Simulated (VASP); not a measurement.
# A VASP study of FeSi2 (Linzhiite) (optB86b-vdW + U): structure first, properties next, part 6 of 12

What structure does FeSi2 (Linzhiite) take at this level, and what are its properties? The start is a cell from a database of measured crystal structures.

VASP 6.6.1, plane waves and PAW; the level of theory is named at each step.

Still holding for the runs below: The magnetic order is the lowest of the few collinear ones that converged above; longer or canted patterns were not tried. The cell is doubled for it, so bands and modes from the zone boundary of the chemical cell fold onto Γ and the labels are those of the larger cell. A U on the itinerant d states of such a compound is hard to justify; it moves the bands at the Fermi level and favours large moments.

So far, pressure (GPa): step 2 (magnetic order: ferromagnetic) 12.1; step 3 (magnetic order: antiferromagnetic, q = (0, 0, 1/2)) 11.2; step 4 (magnetic order: antiferromagnetic, q = (1/2, 1/2, 1/2)) 4.80; step 5 (magnetic order: antiferromagnetic, q = (1/2, 1/2, 0)) 5.01; step 7 (full relaxation (optB86b-vdW + U)) 0.0424.

### 8. Second relaxation

Level of this step: optB86b-vdW, DFT+U (Fe d 5 eV), spin-polarised from an antiferromagnetic start; plane waves and PAW (Fe, Si) (VASP).

The basis stayed that of the start cell while the cell moved. A rerun from the cell reached resets it; the error of the finite cutoff stays. The mesh changes with the cell too.

The input, INCAR:

```
SYSTEM = FeSi2
PREC = Accurate
ENCUT = 400
EDIFF = 1E-06
NELM = 100
ISMEAR = 0
SIGMA = 0.05
LREAL = .FALSE.
ALGO = Normal
GGA = MK
AGGAC = 0
LUSE_VDW = .TRUE.
PARAM1 = 0.1234
PARAM2 = 1
LASPH = .TRUE.
NBANDS = 25
ISPIN = 2
MAGMOM = 1.8 -1.8 0 0 0 0
LDAU = .TRUE.
LDAUTYPE = 2
LDAUL = 2 -1
LDAUU = 5 0
LDAUJ = 0 0
LDAUPRINT = 1
LMAXMIX = 4
LORBIT = 11
LWAVE = .FALSE.
LCHARG = .FALSE.
KPAR = 8
IBRION = 2
NSW = 60
ISIF = 3
EDIFFG = -0.01
```

The input, POSCAR:

```
FeSi2
1.0
    5.4869317377      0.0000000000      0.0000000000
    2.7434658689      2.7434658689      0.0000000000
    0.0000000000      0.0000000000      5.2361360757
Fe Si
2 4
Direct
    0.0000000000      0.5000000000      0.0000000000
    0.5000000000      0.5000000000      0.0000000000
    0.0000000000      0.0000000000      0.2757091903
    0.5000000000      0.0000000000      0.2757091903
    0.0000000000      0.0000000000      0.7242908097
    0.5000000000      0.0000000000      0.7242908097
```

The input, KPOINTS:

```
Automatic mesh
0
Gamma
8 8 4
0 0 0
```

The projector-augmented-wave data sets are Fe and Si (PBE family, release 64).

Run with:

```sh
> mpirun -np 8 vasp_std
```

The program printed:

```text
[... set-up lines as in an earlier step ...]
 entering main loop
       N       E                     dE             d eps       ncg     rms          rms(c)
DAV:   1     0.172243714430E+03    0.17224E+03   -0.10912E+04  4500   0.104E+03
DAV:   2    -0.119273900594E+02   -0.18417E+03   -0.17089E+03  4505   0.252E+02
DAV:   3    -0.225770548317E+02   -0.10650E+02   -0.10046E+02  5920   0.717E+01
DAV:   4    -0.229488266416E+02   -0.37177E+00   -0.36934E+00  5717   0.128E+01
DAV:   5    -0.229635888727E+02   -0.14762E-01   -0.14744E-01  6227   0.246E+00    0.213E+01
DAV:   6    -0.262612692696E+02   -0.32977E+01   -0.32809E+01  6222   0.102E+02    0.222E+01
DAV:   7    -0.212390584530E+02    0.50222E+01   -0.18405E+01  5958   0.873E+01    0.768E+00
DAV:   8    -0.217568483448E+02   -0.51779E+00   -0.18804E+00  6730   0.112E+01    0.486E+00
DAV:   9    -0.218032248739E+02   -0.46377E-01   -0.23400E-01  7531   0.863E+00    0.218E+00
DAV:  10    -0.218430375773E+02   -0.39813E-01   -0.99248E-02  7866   0.470E+00    0.939E-01
DAV:  11    -0.218675286040E+02   -0.24491E-01   -0.32043E-02  7473   0.236E+00    0.377E-01
DAV:  12    -0.218750625365E+02   -0.75339E-02   -0.82696E-03  7050   0.111E+00    0.286E-01
DAV:  13    -0.218801203135E+02   -0.50578E-02   -0.58091E-03  7911   0.112E+00    0.187E-01
DAV:  14    -0.218832474640E+02   -0.31272E-02   -0.41874E-03  7654   0.701E-01    0.151E-01
DAV:  15    -0.218852191971E+02   -0.19717E-02   -0.50985E-03  7533   0.998E-01    0.809E-02
DAV:  16    -0.218858364076E+02   -0.61721E-03   -0.13614E-03  7013   0.331E-01    0.526E-02
DAV:  17    -0.218859991871E+02   -0.16278E-03   -0.16056E-04  6521   0.115E-01    0.240E-02
DAV:  18    -0.218860368397E+02   -0.37653E-04   -0.19917E-04  7537   0.173E-01    0.973E-03
DAV:  19    -0.218860411272E+02   -0.42875E-05   -0.25334E-05  6549   0.386E-02    0.592E-03
DAV:  20    -0.218860444624E+02   -0.33352E-05   -0.32226E-06  4578   0.239E-02    0.337E-03
DAV:  21    -0.218860432883E+02    0.11740E-05   -0.10002E-06  2970   0.183E-02    0.137E-03
DAV:  22    -0.218860430243E+02    0.26404E-06   -0.49073E-07  3147   0.543E-03
   1 F= -.21886043E+02 E0= -.21885293E+02  d E =-.218860E+02  mag=    -0.0000
 curvature:   0.00 expect dE= 0.000E+00 dE for cont linesearch  0.000E+00
 trial: gam= 0.00000 g(F)=  0.941E-05 g(S)=  0.541E-03 ort = 0.000E+00 (trialstep = 0.100E+01)
 search vector abs. value=  0.551E-03
 bond charge predicted
       N       E                     dE             d eps       ncg     rms          rms(c)
DAV:   1    -0.218867674426E+02   -0.72415E-03   -0.20469E-02  5107   0.961E-01    0.146E-01
DAV:   2    -0.218865840194E+02    0.18342E-03   -0.25439E-03  6497   0.949E-01    0.173E-01
DAV:   3    -0.218863353062E+02    0.24871E-03   -0.10355E-03  6097   0.694E-01    0.652E-02
DAV:   4    -0.218862999346E+02    0.35372E-04   -0.13281E-04  5839   0.883E-02    0.311E-02
DAV:   5    -0.218862944854E+02    0.54492E-05   -0.21633E-05  6733   0.585E-02    0.132E-02
DAV:   6    -0.218862927037E+02    0.17817E-05   -0.65719E-06  6427   0.282E-02    0.503E-03
DAV:   7    -0.218862928913E+02   -0.18761E-06   -0.10959E-06  2891   0.114E-02
   2 F= -.21886293E+02 E0= -.21885557E+02  d E =-.249867E-03  mag=     0.0000
[...]
3 F= -.21886294E+02 E0= -.21885563E+02  d E =-.251437E-03  mag=    -0.0000
 curvature:  -0.46 expect dE=-0.577E-04 dE for cont linesearch -0.432E-06
 trial: gam= 0.26650 g(F)=  0.921E-04 g(S)=  0.321E-04 ort =-0.226E-04 (trialstep = 0.986E+00)
 search vector abs. value=  0.151E-03
 bond charge predicted
       N       E                     dE             d eps       ncg     rms          rms(c)
DAV:   1    -0.218865041091E+02   -0.20865E-03   -0.40303E-03  5718   0.803E-01    0.116E-01
DAV:   2    -0.218865359691E+02   -0.31860E-04   -0.18153E-03  6025   0.873E-01    0.126E-01
DAV:   3    -0.218863562036E+02    0.17977E-03   -0.52485E-04  5964   0.520E-01    0.273E-02
DAV:   4    -0.218863554973E+02    0.70628E-06   -0.55192E-05  5996   0.471E-02    0.194E-02
DAV:   5    -0.218863519702E+02    0.35272E-05   -0.67847E-06  5995   0.433E-02    0.635E-03
DAV:   6    -0.218863511244E+02    0.84574E-06   -0.92577E-07  3355   0.142E-02
   4 F= -.21886351E+02 E0= -.21885642E+02  d E =-.566636E-04  mag=     0.0000
 trial-energy change:   -0.000057  1 .order   -0.000062   -0.000116   -0.000007
 step:   1.0745(harm=  1.0479)  dis= 0.00104  next Energy=   -21.886351 (dE=-0.570E-04)
 reached required accuracy - stopping structural energy minimisation
```

The job ended after 5.3 min (8 MPI ranks of Intel Xeon Platinum 8259CL at 2.50GHz (Skylake/Cascade Lake), shared host; peak memory 4.2 GiB; 37 min of CPU time).

From OUTCAR (step 8):

```text
   ENCUT  =  400.0 eV  29.40 Ry    5.42 a.u.   8.95  6.33  8.54*2*pi/ulx,y,z

   NELECT =      32.0000    total number of electrons

atom =   1  type =  1  l = 2

 onsite density matrix

spin component  1

  0.8636 -0.0000 -0.0000  0.0000 -0.0000
 -0.0000  0.8810 -0.0000  0.0000 -0.0000
 -0.0000 -0.0000  0.8895 -0.0000  0.0000
  0.0000  0.0000 -0.0000  0.8810  0.0000
 -0.0000 -0.0000  0.0000  0.0000  0.8702

spin component  2

  0.7818 -0.0000 -0.0000  0.0000  0.0000
 -0.0000  0.6103  0.0000  0.0000 -0.0000
 -0.0000  0.0000  0.2010  0.0000  0.0000
  0.0000  0.0000  0.0000  0.6103 -0.0000
  0.0000 -0.0000  0.0000 -0.0000  0.1181

 occupancies and eigenvectors

  o =  0.1181  v =  0.0000  0.0000  0.0000  0.0000  0.0000  0.0000 -0.0000  0.0000  0.0000 -1.0000      0.0000  0.0000  0.0000  0.0000  0.0000  0.0000  0.0000  0.0000  0.0000  0.0000
  o =  0.2010  v =  0.0000  0.0000  0.0000  0.0000  0.0000 -0.0000 -0.0000 -1.0000  0.0000 -0.0000      0.0000  0.0000  0.0000  0.0000  0.0000  0.0000  0.0000  0.0000  0.0000  0.0000
  o =  0.6103  v =  0.0000  0.0000  0.0000  0.0000  0.0000  0.0000  0.3827 -0.0000 -0.9239 -0.0000      0.0000  0.0000  0.0000  0.0000  0.0000  0.0000  0.0000  0.0000  0.0000  0.0000
  o =  0.6103  v =  0.0000  0.0000  0.0000  0.0000  0.0000 -0.0000  0.9239 -0.0000  0.3827 -0.0000      0.0000  0.0000  0.0000  0.0000  0.0000  0.0000  0.0000  0.0000  0.0000  0.0000
  o =  0.7818  v =  0.0000  0.0000  0.0000  0.0000  0.0000 -1.0000  0.0000  0.0000 -0.0000 -0.0000      0.0000  0.0000  0.0000  0.0000  0.0000  0.0000  0.0000  0.0000  0.0000  0.0000
  o =  0.8636  v =  1.0000  0.0000  0.0000 -0.0000  0.0000  0.0000  0.0000  0.0000  0.0000  0.0000      0.0000  0.0000  0.0000  0.0000  0.0000  0.0000  0.0000  0.0000  0.0000  0.0000
  o =  0.8702  v = -0.0000  0.0000 -0.0000 -0.0000  1.0000  0.0000  0.0000  0.0000  0.0000  0.0000      0.0000  0.0000  0.0000  0.0000  0.0000  0.0000  0.0000  0.0000  0.0000  0.0000
  o =  0.8810  v =  0.0000 -0.3827  0.0000  0.9239  0.0000  0.0000  0.0000  0.0000  0.0000  0.0000      0.0000  0.0000  0.0000  0.0000  0.0000  0.0000  0.0000  0.0000  0.0000  0.0000
  o =  0.8810  v =  0.0000 -0.9239  0.0000 -0.3827  0.0000  0.0000  0.0000  0.0000  0.0000  0.0000      0.0000  0.0000  0.0000  0.0000  0.0000  0.0000  0.0000  0.0000  0.0000  0.0000
  o =  0.8895  v =  0.0000 -0.0000 -1.0000  0.0000 -0.0000  0.0000  0.0000  0.0000  0.0000  0.0000      0.0000  0.0000  0.0000  0.0000  0.0000  0.0000  0.0000  0.0000  0.0000  0.0000

atom =   2  type =  1  l = 2

 onsite density matrix

spin component  1

spin component  2

  0.8636 -0.0000 -0.0000  0.0000 -0.0000
 -0.0000  0.8810 -0.0000  0.0000  0.0000
 -0.0000 -0.0000  0.8895 -0.0000  0.0000
  0.0000  0.0000 -0.0000  0.8810  0.0000
 -0.0000  0.0000  0.0000  0.0000  0.8702

 occupancies and eigenvectors

  o =  0.1181  v =  0.0000 -0.0000  0.0000 -0.0000 -1.0000  0.0000  0.0000  0.0000  0.0000  0.0000      0.0000  0.0000  0.0000  0.0000  0.0000  0.0000  0.0000  0.0000  0.0000  0.0000
  o =  0.2010  v = -0.0000  0.0000 -1.0000  0.0000 -0.0000  0.0000  0.0000  0.0000  0.0000  0.0000      0.0000  0.0000  0.0000  0.0000  0.0000  0.0000  0.0000  0.0000  0.0000  0.0000
  o =  0.6103  v =  0.0000  0.3827  0.0000 -0.9239 -0.0000  0.0000  0.0000  0.0000  0.0000  0.0000      0.0000  0.0000  0.0000  0.0000  0.0000  0.0000  0.0000  0.0000  0.0000  0.0000
  o =  0.6103  v =  0.0000  0.9239  0.0000  0.3827 -0.0000  0.0000  0.0000  0.0000  0.0000  0.0000      0.0000  0.0000  0.0000  0.0000  0.0000  0.0000  0.0000  0.0000  0.0000  0.0000
  o =  0.7818  v = -1.0000  0.0000  0.0000 -0.0000 -0.0000  0.0000  0.0000  0.0000  0.0000  0.0000      0.0000  0.0000  0.0000  0.0000  0.0000  0.0000  0.0000  0.0000  0.0000  0.0000
  o =  0.8636  v =  0.0000  0.0000  0.0000  0.0000  0.0000  1.0000  0.0000  0.0000 -0.0000  0.0000      0.0000  0.0000  0.0000  0.0000  0.0000  0.0000  0.0000  0.0000  0.0000  0.0000
  o =  0.8702  v =  0.0000  0.0000  0.0000  0.0000  0.0000 -0.0000  0.0000 -0.0000 -0.0000  1.0000      0.0000  0.0000  0.0000  0.0000  0.0000  0.0000  0.0000  0.0000  0.0000  0.0000
  o =  0.8810  v =  0.0000  0.0000  0.0000  0.0000  0.0000  0.0000 -0.3827 -0.0000  0.9239  0.0000      0.0000  0.0000  0.0000  0.0000  0.0000  0.0000  0.0000  0.0000  0.0000  0.0000
  o =  0.8810  v =  0.0000  0.0000  0.0000  0.0000  0.0000  0.0000 -0.9239 -0.0000 -0.3827  0.0000      0.0000  0.0000  0.0000  0.0000  0.0000  0.0000  0.0000  0.0000  0.0000  0.0000
  o =  0.8895  v =  0.0000  0.0000  0.0000  0.0000  0.0000  0.0000  0.0000 -1.0000  0.0000 -0.0000      0.0000  0.0000  0.0000  0.0000  0.0000  0.0000  0.0000  0.0000  0.0000  0.0000

 E-fermi :   9.4706

 spin component 1
 k-point     1 :       0.0000    0.0000    0.0000
  band No.  band energies     occupation
    ...
     12       7.0572      1.00000
     13       7.0575      1.00000
     14       7.2990      1.00000
     15       8.8731      1.00000
     16       8.9882      1.00000
     17      11.1421      0.00000
     18      12.0530      0.00000
     19      12.0532      0.00000
     20      12.2090      0.00000
     21      12.2251      0.00000
    ...

 k-point     2 :       0.1250    0.0000    0.0000
  band No.  band energies     occupation
    ...
     12       6.9108      1.00000
     13       6.9854      1.00000
     14       7.1672      1.00000
     15       9.1977      1.00000
     16       9.2999      1.00000
     17      10.6940      0.00000
     18      11.0777      0.00000
     19      11.1379      0.00000
     20      12.0896      0.00000
     21      12.1729      0.00000
    ...

Total vdW correction in eV:      4.2618967

  Total       -0.0207038     -0.0207038     -0.0252341     -0.0000000     -0.0000000      0.0000000
  in kB       -0.4204849     -0.4204849     -0.5124942     -0.0000000     -0.0000000      0.0000000
  external PRESSURE =      -0.4511547 kB  Pullay stress =       0.0000000 kB

 POSITION                                       TOTAL-FORCE (eV/Angst)
 -----------------------------------------------------------------------------------
      1.37353      1.37353      0.00000        -0.000000      0.000000     -0.000000
      4.12059      1.37353     -0.00000        -0.000000      0.000000      0.000000
      5.49412      0.00000      1.44046         0.000000     -0.000000     -0.006301
      2.74706      0.00000      1.44046         0.000000     -0.000000     -0.006301
      2.74706      2.74706      3.78642        -0.000000      0.000000      0.006301
      2.74706      0.00000      3.78642        -0.000000      0.000000      0.006301
 -----------------------------------------------------------------------------------
    total drift:                                0.000000      0.000000     -0.000000

  FREE ENERGIE OF THE ION-ELECTRON SYSTEM (eV)
  ---------------------------------------------------
  free  energy   TOTEN  =       -21.8863511244 eV

  energy  without entropy=      -21.8849329826  energy(sigma->0) =      -21.88564205

Total vdW correction in eV:      4.2619358

 magnetization (x)
# of ion       s       p       d       tot
------------------------------------------
    1        0.024   0.047   2.062   2.133
    2       -0.024  -0.047  -2.062  -2.133
    3        0.000   0.000   0.000   0.000
    4        0.000   0.000   0.000   0.000
    5        0.000   0.000   0.000   0.000
    6        0.000   0.000   0.000   0.000
--------------------------------------------------
tot          0.000  -0.000   0.000  -0.000

[... 4 parts as in an earlier step ...]

[... 13 further parts left out ...]
```

CONTCAR:

```
FeSi2
   1.00000000000000
     5.4941218942366490    0.0000000000001311   -0.0000000000000000
     2.7470609471684555    2.7470609471685870    0.0000000000000000
    -0.0000000000000000    0.0000000000000000    5.2268827890253959
  Fe              Si
     2     4
Direct
     0.0000000000000000    0.5000000000000000    0.0000000000000000
     0.5000000000000000    0.5000000000000000    0.0000000000000000
     1.0000000000000000    0.0000000000000000    0.2755871445789926
     0.5000000000000000    0.0000000000000000    0.2755871445789926
     0.0000000000000000    1.0000000000000000    0.7244128554210073
     0.5000000000000000    0.0000000000000000    0.7244128554210073
```

The steps of the relaxation:

```
step  energy less that of the first step (eV)  largest force (eV/Å)  pressure (GPa)  volume (Å³)
   1                                   0.0000                0.0070            0.00        78.82
   2                                  -0.0002                0.0233            0.05        78.82
   3                                  -0.0003                0.0218            0.07        78.82
   4                                  -0.0003                0.0063           -0.05        78.89
```

```
     cell as run  before  after  change
           a (Å)   5.487  5.494  +0.1 %
           b (Å)   3.880  3.885  +0.1 %
           c (Å)   5.236  5.227  -0.2 %
volume (Å³/atom)   13.14  13.15  +0.1 %
```

The relaxed structure:

```cif
data_structure
_symmetry_space_group_name_H-M 'P 1'
_symmetry_Int_Tables_number 1
_cell_length_a 5.4941
_cell_length_b 3.8849
_cell_length_c 5.2269
_cell_angle_alpha 90.000
_cell_angle_beta 90.000
_cell_angle_gamma 45.000
_cell_volume 78.89
loop_
_atom_site_label
_atom_site_type_symbol
_atom_site_fract_x
_atom_site_fract_y
_atom_site_fract_z
_atom_site_occupancy
Fe1 Fe 0.00000 0.50000 0.00000 1
Fe2 Fe 0.50000 0.50000 0.00000 1
Si3 Si 0.00000 0.00000 0.27559 1
Si4 Si 0.50000 0.00000 0.27559 1
Si5 Si 0.00000 0.00000 0.72441 1
Si6 Si 0.50000 0.00000 0.72441 1
```

Numbers from this step:

```yaml
free_energy_toten: -21.89 eV
energy_at_zero_smearing: -21.89 eV
fermi_energy: 9.471 eV
pressure: -0.04512 GPa
scf_cycles_over_all_ionic_steps: 38
```

It ends with a largest force of 0.006 eV/Å and a pressure of -0.05 GPa. The volume moved by only 0.09 %, so the volume is settled.

(Continued in part 7 of 12.)

[Lines on the potential files, build, host, timing and source positions are cut from VASP's logs without a mark.]

[Logs are printed without paths, hosts, clocks, repeated set-up lines and the standing remarks that a program may print on its own settings, such as how far it seeks lower states.]

[Hosts, paths, dates, database ids (printed as entryN), source tags and the programs' standing remarks are cut or masked in the printed files.]

[A measured line is paired with the nearest computed mode of its activity, which favours agreement.]
